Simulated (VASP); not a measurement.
All values below come from PBE GGA, VASP's PBE PAW potentials (set 64) (plane waves; VASP).

VASP input:

### INCAR
```
! general
SYSTEM =Sn24NO47
PREC   =Normal
ENCUT  =400
LREAL  =Auto
LASPH  =.TRUE.
ISYM   =0
NELECT =382.0

! electronic loop
EDIFF  =1E-5
NELM   =100
NELMIN =4
ALGO   =Fast
LMAXMIX=4

! smearing
ISMEAR =0
SIGMA  =0.05

! functional
GGA    =PE

! ions
IBRION =2
NSW    =60
ISIF   =2
EDIFFG =-0.03

! output
LWAVE  =.FALSE.
LCHARG =.FALSE.
```

### POSCAR
```
Sn24NO47
1.0
  9.6498236318   0.0000000000   0.0000000000
  0.0000000000   9.6498236318   0.0000000000
  0.0000000000   0.0000000000   9.7143058051
Sn O N
24 47 1
Cartesian
  0.0000000000   0.0000000000   0.0000000000
  2.4124559080   2.4124559080   1.6190542056
  0.0000000000   0.0000000000   3.2380986969
  2.4124559080   2.4124559080   4.8571529026
  0.0000000000   0.0000000000   6.4762071082
  2.4124559080   2.4124559080   8.0952515995
  0.0000000000   4.8249118159   0.0000000000
  2.4124559080   7.2373677239   1.6190542056
  0.0000000000   4.8249118159   3.2380986969
  2.3734802703   7.2000711555   4.8409591548
  0.0000000000   4.8249118159   6.4762071082
  2.4124559080   7.2373677239   8.0952515995
  4.8249118159   0.0000000000   0.0000000000
  7.2373677239   2.4124559080   1.6190542056
  4.8249118159   0.0000000000   3.2380986969
  7.2373677239   2.4124559080   4.8571529026
  4.8249118159   0.0000000000   6.4762071082
  7.2373677239   2.4124559080   8.0952515995
  4.8249118159   4.8249118159   0.0000000000
  7.2373677239   7.2373677239   1.6190542056
  4.8726301938   4.8225186596   3.2540107298
  7.2373677239   7.2373677239   4.8571529026
  4.8537647886   4.8443079614   6.4379618862
  7.2373677239   7.2373677239   8.0952515995
  1.4812479275   1.4812479275   0.0000000000
  3.8937038354   0.9312079805   1.6190542056
  0.9312079805   3.8937038354   1.6190542056
  3.3436638884   3.3436638884   0.0000000000
  1.4812479275   1.4812479275   3.2380986969
  3.8937038354   0.9312079805   4.8571529026
  0.9312079805   3.8937038354   4.8571529026
  3.3577429811   3.2961578067   3.2162997947
  1.4812479275   1.4812479275   6.4762071082
  3.8937038354   0.9312079805   8.0952515995
  0.9312079805   3.8937038354   8.0952515995
  3.2939383472   3.3743696272   6.4765956804
  1.4812479275   6.3061597434   0.0000000000
  3.9173266037   5.8028442424   1.6222307836
  0.9312079805   8.7186156513   1.6190542056
  3.3436638884   8.1685757043   0.0000000000
  1.4434688680   6.3268007161   3.2468221435
  0.9312079805   8.7186156513   4.8571529026
  3.3122730121   8.1916484326   3.2853199374
  1.4964849990   6.3057737504   6.4353681666
  3.8443063883   5.7592173898   8.0956693146
  0.9312079805   8.7186156513   8.0952515995
  3.3440016322   8.1442002498   6.4674933759
  6.3061597434   1.4812479275   0.0000000000
  8.7186156513   0.9312079805   1.6190542056
  5.7561197964   3.8937038354   1.6190542056
  8.1685757043   3.3436638884   0.0000000000
  6.3061597434   1.4812479275   3.2380986969
  8.7186156513   0.9312079805   4.8571529026
  5.8040118711   3.8854821857   4.8971855568
  8.1685757043   3.3436638884   3.2380986969
  6.3061597434   1.4812479275   6.4762071082
  8.7186156513   0.9312079805   8.0952515995
  5.7561197964   3.8937038354   8.0952515995
  8.1685757043   3.3436638884   6.4762071082
  6.3061597434   6.3061597434   0.0000000000
  8.7186156513   5.7561197964   1.6190542056
  5.7561197964   8.7186156513   1.6190542056
  8.1685757043   8.1685757043   0.0000000000
  6.3032454966   6.3124224789   3.1954917517
  8.7186156513   5.7561197964   4.8571529026
  5.7561197964   8.7186156513   4.8571529026
  8.1685757043   8.1685757043   3.2380986969
  6.2764961855   6.2968959127   6.5025231626
  8.7186156513   5.7561197964   8.0952515995
  5.7561197964   8.7186156513   8.0952515995
  8.1685757043   8.1685757043   6.4762071082
  3.8723391259   5.7596902311   4.8884815388
```

KPOINTS:
```
Automatic mesh
0
Gamma
1 1 1
0 0 0
```

POTCAR, in this order: Sn O N (PBE.64 set). Program: vasp_gam.

Problem. What will the output report for the number of irreducible k-points (NKPTS), largest plane-wave count, FFT grid (NGX, NGY, NGZ)?

Solution. 
| Quantity | Result |
|---|---|
| number of irreducible k-points (NKPTS) | 1 |
| largest plane-wave count | 8204 |
| FFT grid (NGX, NGY, NGZ) | 48 × 48 × 48 |

The cell is a supercell with a defect, built from SnO2 (rutile): N_O, charge +1. The run is not spin-polarised, so no state with unpaired spins was tried.
